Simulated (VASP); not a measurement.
Input of a VASP 6.6.1 run:

The input INCAR:

```
SYSTEM = Sb
ALGO = Fast
EDIFF = 1E-7
EDIFFG = -0.002
ENCUT = 350
GGA = PE
IBRION = 2
ISIF = 2
ISMEAR = 0
IVDW = 12
LASPH = .TRUE.
LCHARG = .FALSE.
LREAL = .FALSE.
LWAVE = .FALSE.
NELM = 100
NSW = 80
PREC = Accurate
SIGMA = 0.02
```

KPOINTS

```
k-points
0
G
  9 9 9
  0 0 0
```

The input POSCAR:

```
Sb                                      
1.0
    2.1773534093      1.2570955771      3.7083616492
   -2.1773534093      1.2570955771      3.7083616492
    0.0000000000     -2.5141911542      3.7083616492
  Sb            
     2
Direct
     0.2361306927812166    0.2361306927812166    0.2361306927812166
     0.7638693072187834    0.7638693072187834    0.7638693072187834
```

Potentials or basis: VASP PAW PBE potentials, release 64 (Sb).

Command:

```console
$ cat potpaw_PBE.64/Sb/POTCAR > POTCAR
$ mpirun -np 1 vasp_std > vasp.out
```

(1) What does it give for the energy gained by relaxing?

(2) What does it give for the dispersion energy per atom?

(3) What does it give for the band gap on the k mesh?

Results:

(1) 0.4 meV/atom.

(2) -0.469 eV.

(3) 0.11 eV, indirect (least direct gap 0.46 eV).

Caveat: spin-orbit coupling is left out, which moves the levels of the heavy elements; an odd mesh through Γ misses points on the zone boundary, where band edges often lie.
